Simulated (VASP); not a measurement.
Output of a VASP run:

**OUTCAR**
```
 ion  position               nearest neighbor table
   1  0.333  0.667  0.250-   2 2.68   2 2.68   2 2.68   2 2.68   2 2.68   2 2.68
   2  0.667  0.333  0.750-   1 2.68   1 2.68   1 2.68   1 2.68   1 2.68   1 2.68
  LATTYP: Found a hexagonal cell.
 ALAT       =     2.7177949432
 C/A-ratio  =     1.6018998635
 Subroutine PRICEL returns:
 Original cell was already a primitive cell.
 Subroutine GETGRP returns: Found 24 space group operations
The static configuration has the point symmetry D_3d.
 The point group associated with its full space group is D_6h.
The dynamic configuration has the point symmetry D_3d.
 Subroutine INISYM returns: Found 24 space group operations
 Subroutine IBZKPT returns following result:
 Found    120 irreducible k-points:

 Following reciprocal coordinates:
            Coordinates               Weight
  0.000000  0.000000  0.000000      1.000000
  0.071429  0.000000  0.000000      6.000000
  0.142857  0.000000  0.000000      6.000000
  0.214286  0.000000  0.000000      6.000000
  0.285714  0.000000  0.000000      6.000000
  0.357143  0.000000  0.000000      6.000000
  0.428571  0.000000  0.000000      6.000000
  0.500000  0.000000  0.000000      3.000000
  0.071429  0.071429  0.000000      6.000000
  0.142857  0.071429  0.000000     12.000000
  0.214286  0.071429  0.000000     12.000000
  0.285714  0.071429  0.000000     12.000000
  0.357143  0.071429  0.000000     12.000000
  0.428571  0.071429  0.000000     12.000000
  0.142857  0.142857  0.000000      6.000000
  0.214286  0.142857  0.000000     12.000000
  0.285714  0.142857  0.000000     12.000000
  0.357143  0.142857  0.000000     12.000000
  0.428571  0.142857  0.000000      6.000000
  0.214286  0.214286  0.000000      6.000000
  0.285714  0.214286  0.000000     12.000000
  0.357143  0.214286  0.000000     12.000000
  0.285714  0.285714  0.000000      6.000000
  0.357143  0.285714  0.000000      6.000000
  0.000000  0.000000  0.125000      2.000000
  0.071429  0.000000  0.125000     12.000000
  0.142857  0.000000  0.125000     12.000000
  0.214286  0.000000  0.125000     12.000000
  0.285714  0.000000  0.125000     12.000000
  0.357143  0.000000  0.125000     12.000000
  0.428571  0.000000  0.125000     12.000000
  0.500000  0.000000  0.125000      6.000000
  0.071429  0.071429  0.125000     12.000000
  0.142857  0.071429  0.125000     24.000000
  0.214286  0.071429  0.125000     24.000000
  0.285714  0.071429  0.125000     24.000000
  0.357143  0.071429  0.125000     24.000000
  0.428571  0.071429  0.125000     24.000000
  0.142857  0.142857  0.125000     12.000000
  0.214286  0.142857  0.125000     24.000000
   k-points           NKPTS =    120   k-points in BZ     NKDIM =    120   number of bands    NBANDS=     17
   number of dos      NEDOS =    301   number of ions     NIONS =      2
   total plane-waves  NPLWV =   9072
   dimension x,y,z NGX =    18 NGY =   18 NGZ =   28
   dimension x,y,z NGXF=    36 NGYF=   36 NGZF=   56
   ions per type =               2
   PREC   = accura    normal or accurate (medium, high low for compatibility)
   ISTART =      0    job   : 0-new  1-cont  2-samecut
   ICHARG =      2    charge: 1-file 2-atom 10-const
   ISPIN  =      1    spin polarized calculation?
   LNONCOLLINEAR =      F non collinear calculations
   LSORBIT =      F    spin-orbit coupling
   INIWAV =      1    electr: 0-lowe 1-rand  2-diag
   ENCUT  =  400.0 eV  29.40 Ry    5.42 a.u.   4.43  4.43  7.10*2*pi/ulx,y,z
   NELM   =    100;   NELMIN=  2; NELMDL= -5     # of ELM steps
   EDIFF  = 0.1E-07   stopping-criterion for ELM
   LREAL  =      F    real-space projection
   NLSPLINE    = F    spline interpolate recip. space projectors
   LMAXMIX     =    4 max onsite mixed and CHGCAR
   VOSKOWN=      0    Vosko Wilk Nusair interpolation
   EDIFFG = -.1E-02   stopping-criterion for IOM
   NSW    =     30    number of steps for IOM
...
```

File OSZICAR:
```
       N       E                     dE             d eps       ncg     rms          rms(c)
DAV:   1     0.270586444382E+03    0.27059E+03   -0.14814E+04  4216   0.132E+03
DAV:   2    -0.175395750612E+02   -0.28813E+03   -0.28513E+03  4469   0.415E+02
DAV:   3    -0.241232534233E+02   -0.65837E+01   -0.64419E+01  4908   0.734E+01
DAV:   4    -0.241852611551E+02   -0.62008E-01   -0.60588E-01  4483   0.673E+00
DAV:   5    -0.241859267775E+02   -0.66562E-03   -0.66560E-03  4569   0.618E-01    0.263E+01
DAV:   6    -0.227296240304E+02    0.14563E+01   -0.34463E+00  4374   0.184E+01    0.829E+00
DAV:   7    -0.225488656096E+02    0.18076E+00   -0.67897E-01  4616   0.732E+00    0.928E-01
DAV:   8    -0.225371483971E+02    0.11717E-01   -0.12440E-02  4195   0.127E+00    0.346E-01
DAV:   9    -0.225368930662E+02    0.25533E-03   -0.61357E-04  4814   0.197E-01    0.261E-02
DAV:  10    -0.225368958011E+02   -0.27349E-05   -0.28870E-05  4300   0.469E-02    0.120E-02
DAV:  11    -0.225368952860E+02    0.51512E-06   -0.56987E-07  4487   0.761E-03    0.954E-04
DAV:  12    -0.225368951030E+02    0.18302E-06   -0.51765E-08  4390   0.171E-03    0.186E-04
DAV:  13    -0.225368950973E+02    0.57262E-08   -0.29066E-09  2100   0.450E-04
   1 F= -.22536895E+02 E0= -.22536523E+02  d E =-.225369E+02
```

### OUTCAR
```
------------------------ aborting loop because EDIFF is reached ----------------------------------------
  FORCE on cell =-STRESS in cart. coord.  units (eV):
  Direction    XX          YY          ZZ          XY          YZ          ZX
  --------------------------------------------------------------------------------------
  Total       -0.0025473     -0.0025473     -0.0107428      0.0000000      0.0000000     -0.0000000
  in kB       -0.1465490     -0.1465491     -0.6180332      0.0000000      0.0000000     -0.0000000
  external PRESSURE =      -0.3037104 kB  Pullay stress =       0.0000000 kB
  volume of cell :       27.85
      direct lattice vectors                 reciprocal lattice vectors
     1.358897305 -2.353679559  0.000000000     0.367945391 -0.212433336  0.000000000
     1.358897305  2.353679559  0.000000000     0.367945391  0.212433336  0.000000000
     0.000000000  0.000000000  4.353635349     0.000000000  0.000000000  0.229693100
 POSITION                                       TOTAL-FORCE (eV/Angst)
 -----------------------------------------------------------------------------------
      1.35890      0.78456      1.08841        -0.000000     -0.000000      0.000000
      1.35890     -0.78456      3.26523         0.000000      0.000000      0.000000
 -----------------------------------------------------------------------------------
    total drift:                                0.000024      0.000605     -0.000043
  FREE ENERGIE OF THE ION-ELECTRON SYSTEM (eV)
  ---------------------------------------------------
  free  energy   TOTEN  =       -22.5368950973 eV

  energy  without entropy=      -22.5357778724  energy(sigma->0) =      -22.53652269

 reached required accuracy - stopping structural energy minimisation
```
(Selected blocks of OUTCAR.)

**POSCAR**
```
Tc
1
    1.3588973053    -2.3536795591     0.0000000000
    1.3588973053     2.3536795591     0.0000000000
    0.0000000000     0.0000000000     4.3536353485
Tc
2
Direct
  0.3333330000   0.6666670000   0.2500000000
  0.6666670000   0.3333330000   0.7500000000
```

Q: Write an INCAR and KPOINTS that could have produced this output.

A: Several could match; the one computed here: the input of the run itself, PBEsol GGA, plane waves, VASP's PBE PAW potentials (set 64).

File KPOINTS:
```
Automatic
0
G
 14 14 8
0 0 0
```

**INCAR**
```
# general
SYSTEM =Tc
PREC   =Accurate
ENCUT  =400
LREAL  =.FALSE.   # projection in real space or not
LASPH  =.TRUE.   # aspherical one-centre terms

# electronic loop
EDIFF  =1E-8   # SCF stop (eV)
NELM   =100
ALGO   =Normal   # blocked Davidson
LMAXMIX=4   # l cut-off of mixed one-centre charges

# smearing
ISMEAR =1   # Methfessel-Paxton
SIGMA  =0.1   # width (eV)

# functional
GGA    =PS   # PBEsol

# ions
IBRION =1
NSW    =30
ISIF   =2   # forces and stress, cell fixed
EDIFFG =-0.001

# output
LWAVE  =.FALSE.
LCHARG =.FALSE.
```

POTCAR, in this order: Tc_pv (PBE.64 set). Program: vasp_std.

The compound is Tc in the hcp structure. It was relaxed first. The start is the result of an earlier pass.
